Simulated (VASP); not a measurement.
Computed with PBE GGA, VASP's PBE PAW potentials (set 64) (plane waves; VASP 6.6.1).

The input files of a VASP run:

INCAR:
```
SYSTEM = Os
PREC = Accurate
ENCUT = 400
EDIFF = 1E-8
NELM = 100
ALGO = Normal
LREAL = .FALSE.
LASPH = .TRUE.
ISMEAR = 1
SIGMA = 0.1
GGA = PE
LMAXMIX = 6
LWAVE = .FALSE.
LCHARG = .FALSE.
IBRION = 1
ISIF = 2
NSW = 30
EDIFFG = -0.001
```

File POSCAR:
```
Os
1
    1.3775670404    -2.3860157427     0.0000000000
    1.3775670404     2.3860157427     0.0000000000
    0.0000000000     0.0000000000     4.3411551145
Os
2
Direct
  0.3333330000   0.6666670000   0.2500000000
  0.6666670000   0.3333330000   0.7500000000
```

KPOINTS:
```
Automatic mesh
0
Gamma
14 14 8
0 0 0
```

POTCAR, in this order: Os (PBE.64 set). Program: vasp_std.

The resulting files:

OSZICAR:
```
       N       E                     dE             d eps       ncg     rms          rms(c)
DAV:   1     0.785928622723E+02    0.78593E+02   -0.65478E+03  2888   0.103E+03
DAV:   2    -0.190032522141E+02   -0.97596E+02   -0.88267E+02  3188   0.360E+02
DAV:   3    -0.238381274540E+02   -0.48349E+01   -0.45642E+01  3404   0.667E+01
DAV:   4    -0.239311419915E+02   -0.93015E-01   -0.92264E-01  3164   0.890E+00
DAV:   5    -0.239323998330E+02   -0.12578E-02   -0.12555E-02  3316   0.815E-01    0.224E+01
DAV:   6    -0.228205720060E+02    0.11118E+01   -0.12414E+00  3076   0.102E+01    0.101E+01
DAV:   7    -0.224990208989E+02    0.32155E+00   -0.85087E-01  3284   0.828E+00    0.445E-01
DAV:   8    -0.224932513184E+02    0.57696E-02   -0.73554E-03  2940   0.696E-01    0.270E-01
DAV:   9    -0.224910565154E+02    0.21948E-02   -0.14358E-03  3120   0.447E-01    0.555E-02
DAV:  10    -0.224910949822E+02   -0.38467E-04   -0.62660E-05  3168   0.789E-02    0.994E-03
DAV:  11    -0.224910638535E+02    0.31129E-04   -0.69417E-06  2984   0.309E-02    0.838E-04
DAV:  12    -0.224910632837E+02    0.56985E-06   -0.13904E-07  3228   0.386E-03    0.723E-04
DAV:  13    -0.224910631197E+02    0.16401E-06   -0.47280E-09  1668   0.685E-04    0.257E-04
DAV:  14    -0.224910630711E+02    0.48521E-07   -0.71831E-10  1520   0.234E-04    0.490E-05
DAV:  15    -0.224910630556E+02    0.15561E-07   -0.27596E-10  1476   0.219E-04    0.756E-05
DAV:  16    -0.224910630481E+02    0.74491E-08   -0.42862E-11  1460   0.820E-05
   1 F= -.22491063E+02 E0= -.22490605E+02  d E =-.224911E+02
```

OUTCAR:
```
------------------------ aborting loop because EDIFF is reached ----------------------------------------
  FORCE on cell =-STRESS in cart. coord.  units (eV):
  Direction    XX          YY          ZZ          XY          YZ          ZX
  --------------------------------------------------------------------------------------
  Total        0.0113123      0.0113123      0.0107968      0.0000000      0.0000000     -0.0000000
  in kB        0.6350971      0.6350969      0.6061574      0.0000000      0.0000000     -0.0000000
  external PRESSURE =       0.6254505 kB  Pullay stress =       0.0000000 kB
  volume of cell :       28.54
      direct lattice vectors                 reciprocal lattice vectors
     1.377567040 -2.386015743  0.000000000     0.362958742 -0.209554359  0.000000000
     1.377567040  2.386015743  0.000000000     0.362958742  0.209554359  0.000000000
     0.000000000  0.000000000  4.341155115     0.000000000  0.000000000  0.230353437
 POSITION                                       TOTAL-FORCE (eV/Angst)
 -----------------------------------------------------------------------------------
      1.37757      0.79534      1.08529         0.000000      0.000000      0.000000
      1.37757     -0.79534      3.25587        -0.000000     -0.000000      0.000000
 -----------------------------------------------------------------------------------
    total drift:                                0.000000      0.000024     -0.000020
  FREE ENERGIE OF THE ION-ELECTRON SYSTEM (eV)
  ---------------------------------------------------
  free  energy   TOTEN  =       -22.4910630481 eV

  energy  without entropy=      -22.4896903402  energy(sigma->0) =      -22.49060548

 reached required accuracy - stopping structural energy minimisation
```
(Selected blocks of OUTCAR.)

The compound is Os in the hcp structure. It was relaxed first. The start is the result of an earlier pass.
